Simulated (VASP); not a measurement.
# LaC2: structure and properties in VASP, part 4 of 5

Wanted: the relaxed cell of LaC2 and its properties. The start is a cell from a database of measured crystal structures.

VASP 6.6.1; LDA; plane waves and PAW (La, C).

Still holding for the runs below: This run has no spin polarisation. Its electron count is odd, so without a moment it is a metal by construction.

So far. Step 10 (Volume scan with LDA, volume scale 1): The run ends at a pressure of 0.00 GPa, with forces up to 0.0012 eV/Å.

## Step 11: Volume scan with LDA, volume scale 1.02

File INCAR:

```
SYSTEM = LaC2
PREC = Accurate
ENCUT = 520
EDIFF = 1E-06
NELM = 100
ISMEAR = 0
SIGMA = 0.05
LREAL = .FALSE.
ALGO = Normal
GGA = CA
NBANDS = 15
LASPH = .TRUE.
LORBIT = 11
LWAVE = .FALSE.
LCHARG = .FALSE.
KPAR = 2
ISIF = 2
```

File POSCAR:

```
LaC2
1.0
   -1.9430130612      1.9430130612      3.2683899799
    1.9430130612     -1.9430130612      3.2683899799
    1.9430130612      1.9430130612     -3.2683899799
La C
1 2
Direct
    0.0000000000      0.0000000000      0.0000000000
    0.4009451034      0.4009451034      0.0000000000
    0.5990548966      0.5990548966      0.0000000000
```

File KPOINTS:

```
Automatic mesh
0
Gamma
8 8 8
0 0 0
```

PAW data sets: La and C (LDA family, release 64).

Run with:

```console
> mpirun -np 2 vasp_std
```

Output:

```text
[... set-up lines as in an earlier step ...]
 entering main loop
       N       E                     dE             d eps       ncg     rms          rms(c)
DAV:   1     0.154131513507E+03    0.15413E+03   -0.72418E+03  1794   0.173E+03
DAV:   2    -0.208588312595E+01   -0.15622E+03   -0.14968E+03  2380   0.252E+02
DAV:   3    -0.276829068482E+02   -0.25597E+02   -0.24238E+02  3049   0.126E+02
DAV:   4    -0.288152857445E+02   -0.11324E+01   -0.11272E+01  2676   0.280E+01
[...]
DAV:  11    -0.261313396785E+02   -0.11411E-04   -0.12705E-04  2767   0.775E-02    0.225E-02
DAV:  12    -0.261313424039E+02   -0.27254E-05   -0.30130E-05  3131   0.551E-02    0.504E-03
DAV:  13    -0.261313420595E+02    0.34442E-06   -0.30892E-06  2326   0.166E-02
   1 F= -.26131342E+02 E0= -.26130772E+02  d E =-.114092E-02
```

Wall time 12 s (2 MPI ranks of Intel Xeon Platinum 8488C (Sapphire Rapids), shared host); peak memory 0.36 GiB.

From OUTCAR (step 11):

```text
  Total       -0.5418122     -0.5418122     -1.3579850      0.0000000      0.0000000      0.0000000
  in kB      -17.5879038    -17.5879038    -44.0818962      0.0000000      0.0000000      0.0000000
  external PRESSURE =     -26.4192346 kB  Pullay stress =       0.0000000 kB

 POSITION                                       TOTAL-FORCE (eV/Angst)
 -----------------------------------------------------------------------------------
      0.00000      0.00000      0.00000        -0.000000     -0.000000     -0.000000
      0.00000      0.00000      2.62089        -0.000000     -0.000000      0.440310
      0.00000      0.00000      3.91589         0.000000      0.000000     -0.440310
 -----------------------------------------------------------------------------------
    total drift:                                0.000000      0.000000      0.000000

  FREE ENERGIE OF THE ION-ELECTRON SYSTEM (eV)
  ---------------------------------------------------
  free  energy   TOTEN  =       -26.1313420595 eV

  energy  without entropy=      -26.1302011405  energy(sigma->0) =      -26.13077160

[... 1 part as in an earlier step ...]

[... 2 further parts left out ...]
[key lines of the parts left out:]
E-fermi :   7.3168
```

The pressure falls from 0.00 to -2.64 GPa.

The run ends at a pressure of -2.64 GPa, with forces up to 0.44 eV/Å.

## Step 12: Volume scan with LDA, volume scale 1.04

INCAR is that of step 11.

File POSCAR:

```
LaC2
1.0
   -1.9556303826      1.9556303826      3.2896138862
    1.9556303826     -1.9556303826      3.2896138862
    1.9556303826      1.9556303826     -3.2896138862
La C
1 2
Direct
    0.0000000000      0.0000000000      0.0000000000
    0.4009451034      0.4009451034      0.0000000000
    0.5990548966      0.5990548966      0.0000000000
```

KPOINTS is that of step 11.

Run with:

```console
> mpirun -np 2 vasp_std
```

Output:

```text
[... set-up lines as in an earlier step ...]
 entering main loop
       N       E                     dE             d eps       ncg     rms          rms(c)
DAV:   1     0.157769900781E+03    0.15777E+03   -0.72115E+03  1802   0.170E+03
DAV:   2    -0.311160380715E+01   -0.16088E+03   -0.15424E+03  2451   0.252E+02
DAV:   3    -0.276488391643E+02   -0.24537E+02   -0.23572E+02  3016   0.127E+02
DAV:   4    -0.287291567624E+02   -0.10803E+01   -0.10732E+01  2724   0.267E+01
[...]
DAV:  11    -0.261083486750E+02   -0.10727E-04   -0.10970E-04  2846   0.757E-02    0.216E-02
DAV:  12    -0.261083516099E+02   -0.29349E-05   -0.21017E-05  3198   0.435E-02    0.441E-03
DAV:  13    -0.261083514497E+02    0.16026E-06   -0.14622E-06  1976   0.131E-02
   1 F= -.26108351E+02 E0= -.26107793E+02  d E =-.111647E-02
```

Run time: 12 s. Hardware: 2 MPI ranks; peak memory 0.37 GiB.

OUTCAR, selected parts (step 12):

```text
  Total       -1.0510915     -1.0510915     -2.6346790      0.0000000     -0.0000000      0.0000000
  in kB      -33.4635985    -33.4635985    -83.8802717      0.0000000     -0.0000000      0.0000000
  external PRESSURE =     -50.2691562 kB  Pullay stress =       0.0000000 kB

 POSITION                                       TOTAL-FORCE (eV/Angst)
 -----------------------------------------------------------------------------------
      0.00000      0.00000      0.00000        -0.000000     -0.000000      0.000000
      0.00000      0.00000      2.63791        -0.000000     -0.000000      0.853003
      0.00000      0.00000      3.94132         0.000000      0.000000     -0.853003
 -----------------------------------------------------------------------------------
    total drift:                                0.000000      0.000000      0.000000

  FREE ENERGIE OF THE ION-ELECTRON SYSTEM (eV)
  ---------------------------------------------------
  free  energy   TOTEN  =       -26.1083514497 eV

  energy  without entropy=      -26.1072349806  energy(sigma->0) =      -26.10779322

[... 1 part as in an earlier step ...]

[... 2 further parts left out ...]
[key lines of the parts left out:]
E-fermi :   7.1508
```

The pressure falls from -2.64 to -5.03 GPa.

The run ends at a pressure of -5.03 GPa, with forces up to 0.85 eV/Å.

## Step 13: Volume scan with LDA, volume scale 1.06

A prediction first. A parabola through the 6 pressures of evenly scaled cells so far, P = -0.01 -139.3 t +293 t² GPa with t = ln(V/V₁) and V₁ the volume at scale 1, gives -7.13 GPa at t = +0.0583.

INCAR is that of step 12.

File POSCAR:

```
LaC2
1.0
   -1.9680869629      1.9680869629      3.3105674058
    1.9680869629     -1.9680869629      3.3105674058
    1.9680869629      1.9680869629     -3.3105674058
La C
1 2
Direct
    0.0000000000      0.0000000000      0.0000000000
    0.4009451034      0.4009451034      0.0000000000
    0.5990548966      0.5990548966      0.0000000000
```

KPOINTS is that of step 12.

Run with:

```console
> mpirun -np 2 vasp_std
```

Output:

```text
[... set-up lines as in an earlier step ...]
 entering main loop
       N       E                     dE             d eps       ncg     rms          rms(c)
DAV:   1     0.153243225611E+03    0.15324E+03   -0.71312E+03  1818   0.172E+03
DAV:   2    -0.367208041068E+01   -0.15692E+03   -0.14902E+03  2468   0.249E+02
DAV:   3    -0.275299595213E+02   -0.23858E+02   -0.22663E+02  2971   0.124E+02
DAV:   4    -0.286313797563E+02   -0.11014E+01   -0.10960E+01  2674   0.271E+01
[...]
DAV:  11    -0.260716550776E+02   -0.11235E-04   -0.11365E-04  2727   0.759E-02    0.218E-02
DAV:  12    -0.260716581654E+02   -0.30879E-05   -0.24623E-05  3219   0.471E-02    0.447E-03
DAV:  13    -0.260716579211E+02    0.24436E-06   -0.26316E-06  2202   0.153E-02
   1 F= -.26071658E+02 E0= -.26071111E+02  d E =-.109439E-02
```

Elapsed: 12 s, on 2 MPI ranks; peak memory 0.37 GiB; 22 s of CPU time.

OUTCAR, selected parts (step 13):

```text
  Total       -1.5292488     -1.5292488     -3.8406575      0.0000000      0.0000000      0.0000000
  in kB      -47.7680732    -47.7680732   -119.9679310      0.0000000      0.0000000      0.0000000
  external PRESSURE =     -71.8346925 kB  Pullay stress =       0.0000000 kB

 POSITION                                       TOTAL-FORCE (eV/Angst)
 -----------------------------------------------------------------------------------
      0.00000      0.00000      0.00000         0.000000      0.000000      0.000000
      0.00000      0.00000      2.65471        -0.000000     -0.000000      1.241410
      0.00000      0.00000      3.96642         0.000000      0.000000     -1.241410
 -----------------------------------------------------------------------------------
    total drift:                                0.000000      0.000000      0.000000

  FREE ENERGIE OF THE ION-ELECTRON SYSTEM (eV)
  ---------------------------------------------------
  free  energy   TOTEN  =       -26.0716579211 eV

  energy  without entropy=      -26.0705635305  energy(sigma->0) =      -26.07111073

[... 1 part as in an earlier step ...]

[... 2 further parts left out ...]
[key lines of the parts left out:]
E-fermi :   6.9904
```

The pressure falls from -5.03 to -7.18 GPa. The parabola predicted -7.13 GPa, +0.05 GPa off.

## Step 14: Comparing the runs

Times are for 2 MPI ranks of Intel Xeon Platinum 8488C (Sapphire Rapids), shared host. Results by setting:

```tsv
no.	volume scale	energy above the lowest point (meV/atom)	pressure (GPa)	time	memory (GiB)
1	0.94	28.27	9.735	12 s	0.36
2	0.96	12.2	6.154	12 s	0.36
3	0.98	3	2.920	12 s	0.36
4	1	0	-0.004198	12 s	0.36
5	1.02	2.59	-2.642	12 s	0.36
6	1.04	10.25	-5.027	12 s	0.37
7	1.06	22.48	-7.183	12 s	0.37
```

## Step 15: Fit for LDA

This step: Birch-Murnaghan fit, LDA; plane waves and PAW (VASP 6.6.1).

No new run; the numbers come from the runs before.

Numbers from this step:

- pressure derivative of the bulk modulus: 4.075
- r.m.s. error of the fit: 1.03e-6 eV/atom
- minimum inside the sampled range: yes
- bulk modulus: 138.7 GPa
- equilibrium volume of the fit: 16.14 Å³/atom

Energy above the fitted minimum against volume:

```tsv
volume (Å³/atom)	energy above the fitted minimum (eV/atom)
15.162	0.0283
15.484	0.0122
15.807	0.00300
16.130	1.8e-6
16.452	0.00260
16.775	0.0103
17.097	0.0225
```

The fitted volume lies +0.04 % from the relaxed one. The atoms bear forces along the scan, since they were held; freeing them would lower the modulus.

## Step 16: Electric field gradients (LDA)

This step: LDA; plane waves and PAW (La, C) (VASP 6.6.1).

Field gradients probe how far the charge around each nucleus departs from cubic symmetry; LASPH keeps the non-spherical terms inside the spheres.

Changes to INCAR since step 13:

```diff
@@ -3,3 +3,3 @@
 ENCUT = 520
-EDIFF = 1E-06
+EDIFF = 1E-07
 NELM = 100
@@ -16,2 +16,2 @@
 KPAR = 2
-ISIF = 2
+LEFG = .TRUE.
```

File POSCAR:

```
LaC2
1.0
   -1.9302297104      1.9302297104      3.2468867917
    1.9302297104     -1.9302297104      3.2468867917
    1.9302297104      1.9302297104     -3.2468867917
La C
1 2
Direct
    0.0000000000      0.0000000000      0.0000000000
    0.4009451034      0.4009451034      0.0000000000
    0.5990548966      0.5990548966      0.0000000000
```

KPOINTS is that of step 13.

Run with:

```console
> mpirun -np 2 vasp_std
```

Output:

```text
[... set-up lines as in an earlier step ...]
 entering main loop
       N       E                     dE             d eps       ncg     rms          rms(c)
[... 12 cycles as in an earlier step ...]
DAV:  13    -0.261391368310E+02    0.36220E-06   -0.42684E-06  2860   0.173E-02    0.155E-03
DAV:  14    -0.261391368493E+02   -0.18342E-07   -0.35633E-07  2562   0.503E-03
ion   1
     0.0000000     0.0000000     0.0000000    -0.9841510    -0.0000000    -0.0000000
     0.0000602     0.0000000     0.0000000    -0.9841510    -0.0000000    -0.0000000
     0.0000829     0.0000000     0.0000000    -0.9841510    -0.0000000    -0.0000000
     0.0001141     0.0000000     0.0000000    -0.9841510    -0.0000000    -0.0000000
     0.0001572     0.0000000     0.0000000    -0.9841509    -0.0000000    -0.0000000

     0.0000000    -0.0000000     0.0000000   133.4408403     0.0000000     0.0000000
     0.0000602    -0.0000000     0.0000000   133.4078703     0.0000000     0.0000000
     0.0000829    -0.0000000     0.0000000   133.3911668     0.0000000     0.0000000
     0.0001141    -0.0000000     0.0000000   133.3650893     0.0000000     0.0000000
     0.0001572    -0.0000000     0.0000000   133.3245599     0.0000000     0.0000000

ion   2
     0.0000000     0.0000000     0.0000000    39.1023349    -0.0000000    -0.0000000
     0.0000266     0.0000000     0.0000000    39.1023347    -0.0000000    -0.0000000
     0.0000367     0.0000000     0.0000000    39.1023345    -0.0000000    -0.0000000
     0.0000505     0.0000000     0.0000000    39.1023342    -0.0000000    -0.0000000
     0.0000695     0.0000000     0.0000000    39.1023337    -0.0000000    -0.0000000

     0.0000000     0.0000000     0.0000000    62.7767275    -0.0000000    -0.0000000
     0.0000266     0.0000000     0.0000000    62.7767225    -0.0000000    -0.0000000
     0.0000367     0.0000000     0.0000000    62.7767189    -0.0000000    -0.0000000
     0.0000505     0.0000000     0.0000000    62.7767127    -0.0000000    -0.0000000
     0.0000695     0.0000000     0.0000000    62.7767023    -0.0000000    -0.0000000

ion   3
     0.0000000     0.0000000     0.0000000    39.1023349    -0.0000000    -0.0000000
     0.0000266     0.0000000     0.0000000    39.1023347    -0.0000000    -0.0000000
     0.0000367     0.0000000     0.0000000    39.1023345    -0.0000000    -0.0000000
     0.0000505     0.0000000     0.0000000    39.1023342    -0.0000000    -0.0000000
     0.0000695     0.0000000     0.0000000    39.1023337    -0.0000000    -0.0000000

     0.0000000     0.0000000     0.0000000    62.7767275    -0.0000000    -0.0000000
     0.0000266     0.0000000     0.0000000    62.7767225    -0.0000000    -0.0000000
     0.0000367     0.0000000     0.0000000    62.7767189    -0.0000000    -0.0000000
     0.0000505     0.0000000     0.0000000    62.7767127    -0.0000000    -0.0000000
     0.0000695     0.0000000     0.0000000    62.7767023    -0.0000000    -0.0000000

   1 F= -.26139137E+02 E0= -.26138553E+02  d E =-.116773E-02
```

Run time: 13 s. Hardware: 2 MPI ranks; peak memory 0.36 GiB.

Parts of OUTCAR (step 16):

```text
   NELECT =      19.0000    total number of electrons

 E-fermi :   7.4885

 k-point     1 :       0.0000    0.0000    0.0000
  band No.  band energies     occupation
    ...
      7       2.8195      2.00000
      8       4.3851      2.00000
      9       4.3851      2.00000
     10       7.4219      1.94026
     11       7.4219      1.94026
     12       8.0629      0.00000
     13       9.5435      0.00000
     14      10.2267      0.00000
     15      10.3026      0.00000

  Total        0.0007448      0.0007448     -0.0014352      0.0000000      0.0000000      0.0000000
  in kB        0.0246617      0.0246617     -0.0475189      0.0000000      0.0000000      0.0000000
  external PRESSURE =       0.0006015 kB  Pullay stress =       0.0000000 kB

 POSITION                                       TOTAL-FORCE (eV/Angst)
 -----------------------------------------------------------------------------------
      0.00000      0.00000      0.00000        -0.000000     -0.000000     -0.000000
      0.00000      0.00000      2.60365         0.000000      0.000000      0.000611
      0.00000      0.00000      3.89013        -0.000000     -0.000000     -0.000611
 -----------------------------------------------------------------------------------
    total drift:                                0.000000      0.000000      0.000000

  FREE ENERGIE OF THE ION-ELECTRON SYSTEM (eV)
  ---------------------------------------------------
  free  energy   TOTEN  =       -26.1391368493 eV

  energy  without entropy=      -26.1379691198  energy(sigma->0) =      -26.13855298

 Electric field gradients after diagonalization (V/A^2)
 (convention: |V_zz| > |V_xx| > |V_yy|)
----------------------------------------------------------------------
 ion       V_xx      V_yy      V_zz     asymmetry (V_yy - V_xx)/ V_zz
----------------------------------------------------------------------
   1      84.262    84.261  -168.523       0.000
   2      33.785    33.785   -67.570       0.000
   3      33.785    33.785   -67.570       0.000
----------------------------------------------------------------------

[... 9 parts as in an earlier step ...]

[... 8 further parts left out ...]
```

This step gave:

```
electronic steps        : 14
free energy (TOTEN)     : -26.14 eV
energy at zero smearing : -26.14 eV
Fermi energy            : 7.489 eV
pressure                : 6.02e-5 GPa
```

Electric field gradients, by row:

```tsv
atom	Vxx (V/Å²)	Vyy (V/Å²)	Vzz (V/Å²)	asymmetry
La1	84.26	84.26	-168.5	0
C2	33.78	33.78	-67.57	0
C3	33.78	33.78	-67.57	0
```

The largest gradient, -168.52 V/Å², sits on La1; times the quadrupole moment of a nucleus that has one, it gives the coupling that NMR and NQR see.

[end of part 4 of 5]

[Lines on the potential files, build, host, timing and source positions are cut from VASP's logs without a mark.]

[Logs are printed without paths, hosts, clocks, repeated set-up lines and the standing remarks that a program may print on its own settings, such as how far it seeks lower states.]

[Hosts, paths, dates, database ids (printed as entryN), source tags and the programs' standing remarks are cut or masked in the printed files.]

[A measured line is paired with the nearest computed mode of its activity, which favours agreement.]
